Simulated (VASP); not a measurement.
**RhS (relaxed from the zinc blende structure, space group F-43m): computed properties**

Calculation: PBEsol GGA, VASP's PBE PAW potentials (set 64) (plane waves; VASP).

For RhS, the space group is F-43m (216), the cell comes out as a = 5.193 Å, b = 5.193 Å, c = 5.193 Å, α = 90.00°, β = 90.00°, γ = 90.00° and the volume per atom comes out as 17.50 Å³/atom. The band gap (over mesh and band path) is none (metal, semimetal or under 0.01 eV) and the density is 6.40 g/cm³.

RhS has the cubic space group F-43m (No. 216), the zinc blende structure, Pearson symbol cF8. Lattice parameters: a = b = c = 5.193 Å, α = β = γ = 90.00°. Rh on 4a sees 4 S at 2.249 Å (tetrahedral). S on 4d is coordinated by 4 Rh at 2.249 Å (tetrahedral). (Neighbours: up to the widest gap in distance over summed covalent radii, below 1.35, at either atom; cation-cation and far metal-metal contacts left out.)
(The calculation used a cell of 2 atoms; values per cell refer to that cell.)

The structure was generated: RhS was put into the zinc blende type (F-43m), which need not be its known phase. It was relaxed first, which changed the volume by -25 %. Symmetry was kept, so distortions that lower it aren't found. The electron count is odd and the run is not spin-polarised, which forces a metal.
